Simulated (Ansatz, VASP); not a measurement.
# PtC: VASP beside Ansatz

```xyz
2
Lattice="2.4373 0.0000 0.0000 0.0000 2.4373 0.0000 0.0000 0.0000 2.4373" Properties=species:S:1:pos:R:3 pbc="T T T"
Pt    0.0000    0.0000    0.0000
C     1.2186    1.2186    1.2186
```

Change from the starting cell: volume scaled by 0.68, PAW files.

Alike in both runs: task single point; functional PBEsol; k mesh 14 × 14 × 14; occupations fermi-dirac, width 0.05 eV; no spin polarisation.

|  | VASP | Ansatz |
| --- | --- | --- |
| version | VASP 6.6.1 | Ansatz 0.2.0 |
| potentials or method | VASP PAW PBE potentials, release 64 (Pt, C) | PAW with Ansatz's default frozen-core files, scalar-relativistic |
| plane-wave cutoff (eV) | 520 | 420 |
| valence electrons in the cell | 14 | 22 |

```tsv
	VASP	Ansatz	Ansatz less VASP
pressure (GPa)	266.2	262.9	-3.29
```

The two sets of potentials don't hold the same shells in valence.

Caveats: the cell as given lies far from equilibrium; so large a pressure means that the cell lies far from this level's equilibrium, or that cutoff or potentials fall short (VASP); the potentials were made for another functional, which shifts forces and pressure (VASP). Spin-orbit coupling is left out, which matters for the levels of Pt.
